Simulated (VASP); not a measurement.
# AlInBi: structure and properties in VASP

What structure does AlInBi take at this level, and what are its properties? The steps: rough relaxation of the start cell, full relaxation (LAK), single point with fields (LAK), band structure (LAK), density of states (LAK) and vibrations at Γ (LAK). The cell is invented: it takes the structure of a Materials Project entry for In2Bi (space group 187 there), with some of its atoms replaced by other elements, volume scaled by an estimate. It may not be a known or stable phase.

Main program and level: VASP 6.6.1; LAK; plane waves and PAW (Bi_d, In_d, Al); invented cell.

## 1. Starting point

Before any relaxation, the start is as follows. It takes space group P-6m2 (No. 187, hexagonal). Conventional cell: a = 5.296 Å, b = 5.296 Å, c = 3.240 Å, α = 90.00°, β = 90.00°, γ = 120.00°. Bi has 3 Al at 3.06 Å and 2 Bi at 3.24 Å and 6 In at 3.46 Å nearest. In has 2 In at 3.24 Å and 6 Bi at 3.46 Å and 6 Al at 3.46 Å nearest. Al has 3 Bi at 3.06 Å and 2 Al at 3.24 Å and 6 In at 3.46 Å nearest. It derives from In2Bi. it takes the structure of a Materials Project entry for In2Bi (space group 187 there), with some of its atoms replaced by other elements, volume scaled by an estimate. Farther neighbours are not listed.

## 2. Rough relaxation of the start cell

The start is only an estimate, so a cheap relaxation brings it near a minimum before any careful run. LAK is a meta-GGA built to open gaps without exact exchange.

The input, INCAR:

```
SYSTEM = AlInBi
PREC = Normal
ENCUT = 400
EDIFF = 1E-05
NELM = 60
ISMEAR = -1
SIGMA = 0.05
LREAL = .FALSE.
ALGO = Normal
METAGGA = LAK
LASPH = .TRUE.
NBANDS = 21
LORBIT = 11
LWAVE = .FALSE.
LCHARG = .FALSE.
IBRION = 2
NSW = 40
ISIF = 3
EDIFFG = -0.04
```

The input, POSCAR:

```
AlInBi
1.0
    5.2964120000      0.0000000000      0.0000000000
   -2.6482060000      4.5868270000      0.0000000000
    0.0000000000      0.0000000000      3.2402790000
Bi In Al
1 1 1
Direct
    0.6666666700      0.3333333300      0.5000000000
    0.3333333300      0.6666666700      0.0000000000
    0.0000000000      0.0000000000      0.5000000000
```

The input, KPOINTS:

```
Automatic mesh
0
Gamma
4 4 5
0 0 0
```

PAW data sets: Bi_d, In_d and Al (PBE family, release 64).

Command:

```console
mpirun -np 1 vasp_std
```

Log:

```text
[banner, memory and clock lines left out]
running    1 mpi-ranks, on    1 nodes
 distrk:  each k-point on    1 cores,    1 groups
 distr:  one band on    1 cores,    1 groups

 POSCAR found type information on POSCAR BiInAl
 POSCAR found :  3 types and       3 ions
|                                                                             |
|               ----> ADVICE to this user running VASP <----                  |
|                                                                             |
|     You enforced a specific xc type in the INCAR file but a different       |
|     [... a line on the potential file left out ...]
|     I HOPE YOU KNOW WHAT YOU ARE DOING!                                     |
|                                                                             |

 LDA part: xc-table for (None), standard interpolation
 POSCAR, INCAR and KPOINTS ok, starting setup
 FFT: planning ... GRIDC
 FFT: planning ... GRID_SOFT
 FFT: planning ... GRID
 WAVECAR not read
 entering main loop
       N       E                     dE             d eps       ncg     rms          rms(c)
DAV:   1     0.335249927779E+03    0.33525E+03   -0.13393E+04   504   0.147E+03
DAV:   2     0.879238474692E+02   -0.24733E+03   -0.24148E+03   504   0.388E+02
DAV:   3     0.684526628478E+02   -0.19471E+02   -0.19086E+02   612   0.131E+02
DAV:   4     0.677916934591E+02   -0.66097E+00   -0.66032E+00   623   0.268E+01
DAV:   5     0.677571067854E+02   -0.34587E-01   -0.34585E-01   743   0.525E+00    0.749E+00
DAV:   6     0.806442887596E+02    0.12887E+02   -0.10113E+01   592   0.509E+01    0.248E+00
DAV:   7     0.807338993329E+02    0.89611E-01   -0.23904E-01   569   0.646E+00    0.293E+00
DAV:   8     0.807347533443E+02    0.85401E-03   -0.90835E-02   552   0.353E+00    0.202E+00
DAV:   9     0.807240309197E+02   -0.10722E-01   -0.47967E-02   550   0.215E+00    0.134E+00
DAV:  10     0.807247190226E+02    0.68810E-03   -0.44282E-03   772   0.470E-01    0.168E+00
DAV:  11     0.807280548960E+02    0.33359E-02   -0.10093E-02   608   0.147E+00    0.140E+00
DAV:  12     0.807279702538E+02   -0.84642E-04   -0.12864E-03   559   0.349E-01    0.136E+00
DAV:  13     0.807276209063E+02   -0.34935E-03   -0.32555E-04   615   0.203E-01    0.170E+00
DAV:  14     0.807272475475E+02   -0.37336E-03   -0.15104E-04   554   0.112E-01    0.214E+00
DAV:  15     0.807270285306E+02   -0.21902E-03   -0.39391E-05   553   0.611E-02    0.245E+00
DAV:  16     0.807272953884E+02    0.26686E-03   -0.58878E-05   564   0.811E-02    0.211E+00
DAV:  17     0.807281647300E+02    0.86934E-03   -0.46137E-04   579   0.233E-01    0.105E+00
DAV:  18     0.807285287216E+02    0.36399E-03   -0.14461E-04   692   0.116E-01    0.520E-01
DAV:  19     0.807286633948E+02    0.13467E-03   -0.46916E-05   574   0.751E-02    0.322E-01
DAV:  20     0.807288372726E+02    0.17388E-03   -0.22365E-05   478   0.515E-02    0.105E-01
DAV:  21     0.807289153700E+02    0.78097E-04   -0.49747E-06   262   0.233E-02    0.106E-02
DAV:  22     0.807289290761E+02    0.13706E-04   -0.13402E-06   267   0.130E-02    0.789E-03
DAV:  23     0.807289352432E+02    0.61671E-05   -0.59009E-07   257   0.995E-03
   1 F= 0.80728935E+02 E0= 0.80734645E+02  d E =0.807289E+02
 curvature:   0.00 expect dE= 0.000E+00 dE for cont linesearch  0.000E+00
 trial: gam= 0.00000 g(F)=  0.346E-41 g(S)=  0.919E-01 ort = 0.000E+00 (trialstep = 0.100E+01)
 search vector abs. value=  0.919E-01
 bond charge predicted
       N       E                     dE             d eps       ncg     rms          rms(c)
DAV:   1     0.792863114905E+02   -0.14426E+01   -0.43328E+01   599   0.113E+02    0.690E+00
DAV:   2     0.804653749050E+02    0.11791E+01   -0.27052E+00   574   0.261E+01    0.265E+00
DAV:   3     0.806848424994E+02    0.21947E+00   -0.72772E-01   662   0.126E+01    0.128E+00
DAV:   4     0.806880110722E+02    0.31686E-02   -0.38313E-02   617   0.154E+00    0.159E+00
DAV:   5     0.806873398535E+02   -0.67122E-03   -0.12871E-03   669   0.315E-01    0.190E+00
DAV:   6     0.806880495195E+02    0.70967E-03   -0.10215E-02   619   0.963E-01    0.825E-01
DAV:   7     0.806875447168E+02   -0.50480E-03   -0.19512E-03   645   0.292E-01    0.187E-01
DAV:   8     0.806872218094E+02   -0.32291E-03   -0.23076E-04   674   0.131E-01    0.145E-01
DAV:   9     0.806869658300E+02   -0.25598E-03   -0.32279E-03   559   0.454E-01    0.707E-02
DAV:  10     0.806868957976E+02   -0.70032E-04   -0.34898E-04   681   0.112E-01    0.263E-01
DAV:  11     0.806868055964E+02   -0.90201E-04   -0.26319E-05   429   0.322E-02    0.189E-01
DAV:  12     0.806867350242E+02   -0.70572E-04   -0.51415E-06   252   0.299E-02    0.116E-01
DAV:  13     0.806866484391E+02   -0.86585E-04   -0.57310E-06   267   0.256E-02    0.189E-02
DAV:  14     0.806866412330E+02   -0.72061E-05   -0.97330E-07   252   0.104E-02
   2 F= 0.80686641E+02 E0= 0.80692920E+02  d E =-.422940E-01
 trial-energy change:   -0.042294  1 .order   -0.042749   -0.091870    0.006373
 step:   0.9334(harm=  0.9351)  dis= 0.00000  next Energy=    80.686429 (dE=-0.425E-01)
 bond charge predicted
       N       E                     dE             d eps       ncg     rms          rms(c)
DAV:   1     0.806798233569E+02   -0.68251E-02   -0.17931E-01   589   0.663E+00    0.488E-01
DAV:   2     0.806859751045E+02    0.61517E-02   -0.13576E-02   574   0.183E+00    0.174E-01
DAV:   3     0.806867769018E+02    0.80180E-03   -0.27662E-03   639   0.774E-01    0.764E-02
DAV:   4     0.806866803593E+02   -0.96543E-04   -0.22123E-04   645   0.138E-01    0.107E-01
DAV:   5     0.806867020373E+02    0.21678E-04   -0.54698E-06   262   0.233E-02    0.121E-01
DAV:   6     0.806865198219E+02   -0.18222E-03   -0.51203E-05   466   0.542E-02    0.142E-02
DAV:   7     0.806865252636E+02    0.54417E-05   -0.32931E-06   252   0.187E-02
   3 F= 0.80686525E+02 E0= 0.80692754E+02  d E =-.424100E-01
 curvature:  -0.47 expect dE=-0.198E-03 dE for cont linesearch -0.966E-04
 trial: gam= 0.00000 g(F)=  0.189E-42 g(S)=  0.424E-03 ort =-0.436E-02 (trialstep = 0.987E+00)
 search vector abs. value=  0.424E-03
 reached required accuracy - stopping structural energy minimisation
```

Run time: 79 s. Hardware: 1 MPI rank of AMD EPYC 9R45, shared host; peak memory 0.12 GiB.

The logs omit lines about the potential files and the build; timing stands in the text.

From OUTCAR (step 2):

```text
ion  position               nearest neighbor table
   1  0.667  0.333  0.500-   3 3.06   3 3.06   3 3.06   2 3.46   2 3.46   2 3.46   2 3.46   2 3.46
                             2 3.46
   2  0.333  0.667  0.000-   1 3.46   1 3.46   3 3.46   3 3.46   1 3.46   1 3.46   3 3.46   3 3.46
                             3 3.46   3 3.46   1 3.46   1 3.46
   3  0.000  0.000  0.500-   1 3.06   1 3.06   1 3.06   2 3.46   2 3.46   2 3.46   2 3.46   2 3.46
                             2 3.46

  LATTYP: Found a hexagonal cell.
 ALAT       =     5.2964120000
 C/A-ratio  =     0.6117875649

 Subroutine GETGRP returns: Found 12 space group operations
 (whereof 12 operations were pure point group operations)

The static configuration has the point symmetry D_3h.

 Found     12 irreducible k-points:

   k-points           NKPTS =     12   k-points in BZ     NKDIM =     12   number of bands    NBANDS=     21

   dimension x,y,z NGX =    28 NGY =   28 NGZ =   16
   dimension x,y,z NGXF=    56 NGYF=   56 NGZF=   32

   ENCUT  =  400.0 eV  29.40 Ry    5.42 a.u.   8.64  8.64  5.28*2*pi/ulx,y,z

   NELECT =      31.0000    total number of electrons

 k-points in reciprocal lattice and weights: Automatic mesh
   0.00000000  0.00000000  0.00000000       0.013
   0.25000000  0.00000000  0.00000000       0.075
   0.50000000  0.00000000  0.00000000       0.038
   0.25000000  0.25000000  0.00000000       0.075
   0.00000000  0.00000000  0.20000000       0.025
   0.25000000  0.00000000  0.20000000       0.150
   0.50000000  0.00000000  0.20000000       0.075
   0.25000000  0.25000000  0.20000000       0.150
   0.00000000  0.00000000  0.40000000       0.025
   0.25000000  0.00000000  0.40000000       0.150
   0.50000000  0.00000000  0.40000000       0.075
   0.25000000  0.25000000  0.40000000       0.150

 average (electrostatic) potential at core
       1-112.7899       2-101.5609       3 -77.7614

 E-fermi :   6.8568

 k-point     1 :       0.0000    0.0000    0.0000
  band No.  band energies     occupation
    ...
     13       3.8369      2.00000
     14       3.8369      2.00000
     15       4.1002      2.00000
     16       5.5636      2.00000
     17       5.5637      2.00000
     18      10.0180      0.00000
     19      13.7199      0.00000
     20      14.9906      0.00000
     21      16.0290      0.00000

 k-point     2 :       0.2500    0.0000    0.0000
  band No.  band energies     occupation
    ...
     11      -5.9664      2.00000
     12      -0.2053      2.00000
     13       2.4075      2.00000
     14       3.0078      2.00000
     15       5.4619      2.00000
     16       7.2592      0.00064
     17       8.5871      0.00000
     18      10.3814      0.00000
     19      12.7612      0.00000
     20      14.0144      0.00000
    ...

 k-point     3 :       0.5000    0.0000    0.0000
  band No.  band energies     occupation
    ...
     10      -8.6071      2.00000
     11      -5.7289      2.00000
     12      -0.9872      2.00000
     13       1.7441      2.00000
     14       2.5517      2.00000
     15       8.2743      0.00000
     16       9.0525      0.00000
     17       9.7787      0.00000
     18      10.9152      0.00000
     19      10.9919      0.00000
    ...

  Total       -0.1115420     -0.1115420      0.0381185      0.0000000      0.0000000      0.0000000
  in kB       -2.1350230     -2.1350227      0.7296242      0.0000000      0.0000000      0.0000000
  external PRESSURE =      -1.1801405 kB  Pullay stress =       0.0000000 kB

  energy-cutoff  :      400.00
  volume of cell :       83.70
      direct lattice vectors                 reciprocal lattice vectors
     5.410248881 -0.000000000  0.000000000     0.184834380  0.106714188  0.000000000
    -2.705124440  4.685412609  0.000000000     0.000000000  0.213428375  0.000000000
     0.000000000 -0.000000000  3.302034012     0.000000000  0.000000000  0.302843640

 POSITION                                       TOTAL-FORCE (eV/Angst)
 -----------------------------------------------------------------------------------
      2.70512      1.56180      1.65102        -0.000000      0.000000      0.000000
     -0.00000      3.12361      0.00000         0.000000      0.000000      0.000000
      0.00000     -0.00000      1.65102         0.000000     -0.000000      0.000000
 -----------------------------------------------------------------------------------
    total drift:                               -0.000026      0.000014     -0.000000

  FREE ENERGIE OF THE ION-ELECTRON SYSTEM (eV)
  ---------------------------------------------------
  free  energy   TOTEN  =        80.6865252636 eV

  energy  without entropy=       80.6989835090  energy(sigma->0) =       80.69275439

 reached required accuracy - stopping structural energy minimisation

 total charge
# of ion       s       p       d       tot
------------------------------------------
    1        1.506   1.288   9.907  12.702
    2        1.113   0.417   9.856  11.386
    3        0.501   0.251   0.000   0.752
--------------------------------------------------
tot          3.120   1.956  19.764  24.839

[... 3 further parts left out ...]
```

This run has no spin polarisation. Its electron count is odd, so without a moment it is a metal by construction. The k-mesh is coarse for a metal. This relaxation is a rough one on cheap settings, only to bring the start near its minimum. The PAW data sets were made with PBE, which is usual practice but a small mismatch for other functionals. The run keeps the 12 symmetry operations of its start, so it cannot find a distortion of lower symmetry.

Step by step:

| step | energy less that of the first step (eV) | largest force (eV/Å) | pressure (GPa) | volume (Å³) |
| --- | --- | --- | --- | --- |
| 1 | 0.0000 | 0.0000 | 2.80 | 78.72 |
| 2 | -0.0423 | 0.0000 | -0.17 | 84.07 |
| 3 | -0.0424 | 0.0000 | -0.12 | 83.70 |

| conventional cell, symmetrised | before | after | change |
| --- | --- | --- | --- |
| a (Å) | 5.296 | 5.410 | +2.1 % |
| b (Å) | 5.296 | 5.410 | +2.1 % |
| c (Å) | 3.240 | 3.302 | +1.9 % |
| volume (Å³/atom) | 26.24 | 27.90 | +6.3 % |

Final coordinates:

```xyz
3
Lattice="5.4102 0.0000 0.0000 -2.7051 4.6854 0.0000 0.0000 0.0000 3.3020" Properties=species:S:1:pos:R:3 pbc="T T T"
Bi    2.7051    1.5618    1.6510
In    0.0000    3.1236    0.0000
Al    0.0000    0.0000    1.6510
```

This step gave:

| Quantity | Value |
| --- | --- |
| electrons | 31 |
| bands | 21 |
| irreducible k-points | 12 |
| symmetry operations | 12 |
| free energy (TOTEN) | 80.6865 eV |
| energy at zero smearing | 80.6928 eV |
| Fermi energy | 6.857 eV |
| pressure | -0.1180 GPa |
| metallic | yes |
| SCF cycles over all ionic steps | 44 |

It ends with forces that vanish by symmetry and a pressure of -0.12 GPa.

[end of part 1 of 4]

[Lines on the potential files, build, host, timing and source positions are cut from VASP's logs without a mark.]

[Logs are printed without paths, hosts, clocks, repeated set-up lines and the standing remarks that a program may print on its own settings, such as how far it seeks lower states.]

[Hosts, paths, dates, database ids (printed as entryN), source tags and the programs' standing remarks are cut or masked in the printed files.]

[A measured line is paired with the nearest computed mode of its activity, which favours agreement.]
